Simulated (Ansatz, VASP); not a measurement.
**Te (Tellurium): VASP beside Ansatz**

Wanted: the spread between two codes on one cell, functional and k mesh. The cell is taken from a series of runs on this material, whose earlier steps may have relaxed, scaled, displaced or heated it; both programs get it as it stands.

Calculated with Ansatz 0.2.0; plane waves, with VASP 6.6.1 beside it; zone-centre phonons at LDA.

## 1. The structure

Symmetry: P3_121, No. 152, trigonal system. Conventional cell: a = 4.106 Å, b = 4.106 Å, c = 5.921 Å, α = 90.00°, β = 90.00°, γ = 120.00°. Nearest to Te lie 6 Te at 2.90 to 3.18 Å.

## 2. Ansatz: zone-centre phonons, LDA

Ansatz runs on its PAW soft_1 files.

Second derivatives magnify differences that forces hide, and they need a tight electronic threshold.

The input, input.yaml:

```yaml
crystal:
  lattice:
    - [4.1055249009, 0.0, 0.0]
    - [-2.0527624504, 3.55548886, 0.0]
    - [0.0, 0.0, 5.9211982205]
  atoms:
    - { symbol: Te, position: [0.2996788245, 0.0, 0.3333333333] }
    - { symbol: Te, position: [0.0, 0.2996788245, 0.6666666667] }
    - { symbol: Te, position: [0.7003211755, 0.7003211755, 0.0] }
kpoints:
  mp_grid: { grid: [12, 12, 8] }
hamiltonian:
  xc: lda
  pseudopotentials: { kind: paw, azcp: { folder: soft_1 }, xc_functional: pbe }
scf:
  occupations: { method: methfessel_paxton, width: 0.2 }
output:
  eigenvalues: true
phonons:
  method: dfpt
```

On the command line:

```
ansatz run input.yaml --threads 4 --pin off --max-ram 10240MiB --backend cpu --events-out ev --progress --plain --runs-dir out
```

Numbers of over 12 decimals in the logs are rounded to 6 here.

Log:

```text
zone centre: on kpoints.mp_grid the ground state, and the responses unless they are solved on pairs of k-points, stand on 320 of the mesh's 1152 k-points, reduced under 2 symmetry operations, with k and −k counted as one. Each operation leaves every solved displacement unchanged or reverses it
Engine: ansatz 0.2.0, aarch64-unknown-linux-gnu
Pseudopotentials: kind: paw
Pseudopotential: Te, paw, valence charge 16, recommended cutoff 420 eV (normal), soft_1/Te.paw.azcp
Functional definition: SPW92
  exchange = slater_x
  correlation = pw_c
Crystal: 3 atoms, lattice volume = 86.433 Å³
Basis set: ecut = 420 eV, 1663 PW (Γ), exchange–correlation on 60×60×96 points (8 copies of the dense FFT grid, shifted against one another)
Bands: 29, of which v1, the nominal top of the filled ones, is band 24 counted from 1 (23 counted from 0)
Symmetry: 6 space group operations
k-points: 320 of 1152 (irreducible under 2 space group operations, time reversal used)
Non-local potential: Te, projectors of the file, l = 0: 2, l = 1: 2, l = 2: 2, l = 3: 1
PAW form: soft (Blöchl's): semilocal exchange-correlation on the pseudo side does not see the compensation charge
PAW frozen core: Te, regenerated for the run's functional, and the local potential with it (the file was generated under x = pbe(κ = 0.804, μ = 0.219515), c = pbe(β = 0.066725))
PAW one-centre angular grid: Te, 590 points (default); XC on 64 Gauss nodes
Initial density: superposition of atomic densities (chi_scale 0.1, normalization cell)
Initial wavefunctions: pseudopotential atomic-orbital guess
Functional: x = slater, c = lda
SCF iter   1: F=—  HF=-20481.756807 eV  |F-HF|=—  |Δ(HF+E_count)|=         —  Δρ=1.33e-2  dr2=1.07e-1  ethr=3.10e-3  ⟨swp⟩=8.7  Hψ=46228  notcnv=0
preconditioner: auto → Kerker (q_TF=auto, 2.474 Å⁻¹)  [metal: Δε(μ)=0.076 eV  Ē_g=9.071 eV  σ=0.200 eV  W_gap=0.32  n_scr=22 (ndim 8)  ℏωp=16.9 eV  f_vac=0.000  D(μ)=0.16/eV (n_scr^D=0)]
SCF iter   2: F=—  HF=-20481.738349 eV  |F-HF|=—  |Δ(HF+E_count)|=   1.85e-2  S|Δr|=    0.00e0  Δρ=8.34e-3  dr2=4.36e-2  ethr=2.22e-4  ⟨swp⟩=1.1  Hψ=11871  notcnv=0
SCF iter   3: F=—  HF=-20481.728890 eV  |F-HF|=—  |Δ(HF+E_count)|=   9.46e-3  S|Δr|=    0.00e0  Δρ=1.37e-3  dr2=1.56e-3  ethr=9.08e-5  ⟨swp⟩=2.1  Hψ=16854  notcnv=0
SCF iter   4: F=—  HF=-20481.728320 eV  |F-HF|=—  |Δ(HF+E_count)|=   5.70e-4  S|Δr|=    0.00e0  Δρ=4.85e-4  dr2=3.01e-4  ethr=3.25e-6  ⟨swp⟩=2.0  Hψ=16843  notcnv=0
SCF iter   5: F=—  HF=-20481.728293 eV  |F-HF|=—  |Δ(HF+E_count)|=   2.72e-5  S|Δr|=    0.00e0  Δρ=1.80e-4  dr2=3.61e-5  ethr=6.27e-7  ⟨swp⟩=1.0  Hψ=9169  notcnv=0
SCF iter   6: F=—  HF=-20481.728293 eV  |F-HF|=—  |Δ(HF+E_count)|=   9.61e-8  S|Δr|=    0.00e0  Δρ=3.30e-5  dr2=8.67e-7  ethr=7.52e-8  ⟨swp⟩=3.0  Hψ=17127  notcnv=0
SCF iter   7: F=—  HF=-20481.728297 eV  |F-HF|=—  |Δ(HF+E_count)|=   4.38e-6  S|Δr|=    0.00e0  Δρ=6.92e-6  dr2=3.43e-8  ethr=1.81e-9  ⟨swp⟩=2.0  Hψ=12015  notcnv=0
SCF iter   8: F=—  HF=-20481.728297 eV  |F-HF|=—  |Δ(HF+E_count)|=   9.47e-9  S|Δr|=    0.00e0  Δρ=2.78e-6  dr2=4.27e-9  ethr=7.14e-11  ⟨swp⟩=2.0  Hψ=16875  notcnv=0
SCF iter   9: F=—  HF=-20481.728297 eV  |F-HF|=—  |Δ(HF+E_count)|=   1.10e-9  S|Δr|=    0.00e0  Δρ=7.35e-7  dr2=3.90e-10  ethr=8.90e-12  ⟨swp⟩=2.0  Hψ=16854  notcnv=0
SCF iter  10: F=—  HF=-20481.728297 eV  |F-HF|=—  |Δ(HF+E_count)|=  8.00e-11  S|Δr|=    0.00e0  Δρ=2.25e-7  dr2=4.09e-11  ethr=1.00e-12  ⟨swp⟩=2.2  Hψ=14978  notcnv=0
SCF iter  11: F=-20481.728297 eV  HF=-20481.728297 eV  |F-HF|=7.28e-12  |Δ(HF+E_count)|=  1.46e-11  S|Δr|=    0.00e0  Δρ=3.93e-8  dr2=1.52e-12  ethr=1.00e-12  ⟨swp⟩=9.0  Hψ=50828  notcnv=0
SCF 1 converged in 11 iterations: F = -20481.728297 eV  dr2 = 1.52e-12
  greatest PAW one-centre occupation: 0.999 electrons in one spin orbital (limit 2), on the Te atom at site 2 (counted from 0), in its partial waves of l = 2
DFPT response loops at Γ: preconditioner auto → Kerker (q_TF=auto, 2.474 Å⁻¹) (partly filled bands, converged f_vac=0.002); β = 1.00, the filter's whole step (`scf.mixing.beta` (0.50) is not read by the response loops under this deck's `scf.mixing.preconditioner`; to damp them name `kerker` or `kerker_dos`, under which they read `scf.mixing.beta`, and type it under 1.00, their step now; both keys bind the ground state too); Broyden in place of MSR1
SCF converged after 11 iterations
Stability not checked: this state was not tested for a lower state beside it, because cold or Methfessel-Paxton smearing, or corrected tetrahedra, fill the levels in a way that the test cannot read (fill_not_monotonic; see scf.lower_state_search)
Free energy (F): -20481.728297 eV
Harris-Foulkes:  -20481.728297 eV  (|F-HF|=7.28e-12)
Internal energy: -20481.733482 eV  (E = F + TS)
E sigma→0 (E₀):  -20481.729593 eV
Entropy (-TS):   0.005185 eV (1.728 meV/atom)
Fermi energy:    11.022995 eV
--- Per-component energies (eV) ---
  E_band       = -698.815482
  E_kinetic    = 523.724202
  E_local      = -4425.381220  (includes V_loc(G=0)·N_el)
  E_nonlocal   = 211.089498
  E_hartree    = 2243.754811
  E_xc         = -369.747363
  E_vxc        = -312.229968  (∫ρ·V_xc dr)
  E_paw        = -13549.696970  (= ΣΔE_a)
  E_vpaw       = -1183.527819  (= ΣTr[D̂ρ^β])
  E_aug_tail   = 0.000219  (compensation charges beyond the density's cutoff)
  E_ewald      = -5117.512584
  E_core_change = 2.035927  (= ΣΔE_core)
  E_smearing   = 0.005185  (= −TS)
  E_closure    = -0.000000  (closes the sum)
  Σ components = -20481.728297   (vs F -20481.728297, Δ=0.00e0)
--- Band table (eV; the first three rows and the last of 320) ---
  k-point 0: bands = [... 20 lower, 8.7051, 9.2549, 9.2549, 9.6818, 12.2768, 12.2768, 13.1092, 15.8024, ... 1 higher]
  k-point 1: bands = [... 20 lower, 8.7066, 9.3152, 9.6623, 9.7409, 12.1132, 12.1286, 12.9348, 15.2050, ... 1 higher]
  k-point 2: bands = [... 20 lower, 8.5973, 9.5796, 9.9138, 10.1495, 11.7401, 11.7723, 12.5079, 14.7712, ... 1 higher]
  k-point 319: bands = [... 20 lower, 5.8845, 9.3807, 9.7588, 10.9985, 11.6426, 12.5555, 12.6567, 15.9985, ... 1 higher]
--- Phonons (Γ-DFPT): 3 representative perturbations + reference, on 320 of 1152 k-points (Σ response iterations 9) ---
  k mesh reduced under 2 symmetry operations, with k and −k counted as one. Each operation leaves every solved displacement unchanged or reverses it
  ASR residual: 3.481e-5 → 0.000e0 eV/Å²; symmetrization residual: 2.295e-5 eV/Å²
  ASR residual per site (eV/Å²): 3.48e-5 3.46e-5 3.46e-5
  Γ frequencies (cm⁻¹): 0.00 0.00 0.00 78.54 78.54 89.92 90.15 128.04 128.04
  non-analytic LO–TO correction: not included (Born effective charges unavailable; polar crystals: no LO–TO splitting at Γ)
```

(Part 1 of 2 ends here.)

[Lines on the potential files, build, host, timing and source positions are cut from VASP's logs without a mark.]

[Logs are printed without paths, hosts, clocks, repeated set-up lines and the standing remarks that a program may print on its own settings, such as how far it seeks lower states.]

[Hosts, paths, dates, database ids (printed as entryN), source tags and the programs' standing remarks are cut or masked in the printed files.]
